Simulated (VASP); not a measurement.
Runs of VASP 6.6.1 on V. The cell holds a slab with vacuum, 8 atoms: a = 3.026 Å, b = 3.026 Å, c = 25.591 Å, α = 90.00°, β = 90.00°, γ = 90.00°. 

```csv
level,potentials or basis,gap on the mesh (eV),moment (μB),largest force (eV/Å),work function (eV)
PBEsol,"VASP PAW PBE potentials, release 64 (V_sv)",none,0.06,1.59,3.94
RPBE,"VASP PAW PBE potentials, release 64 (V_sv)",none,0.64,0.88,3.54
LDA,"VASP PAW LDA potentials, release 64 (V_sv)",none,0.00,1.88,4.11
revPBE,"VASP PAW PBE potentials, release 64 (V_sv)",none,(b),0.96,(a)
```

Alike in all rows: task work function; spin collinear, ferromagnetic start; cell as given; k mesh 7 × 7 × 1; cutoff (eV) 520; smearing fermi-dirac 0.05 eV.

Fill in the values left out.

(a) 3.57; (b) 0.61.

Caveats: the PAW data sets were made with another functional, which shifts forces and pressure a little (some runs).

A gap of «none» marks a metal or a gap under the smearing width.

Runs at the PBE level aren't shown here.
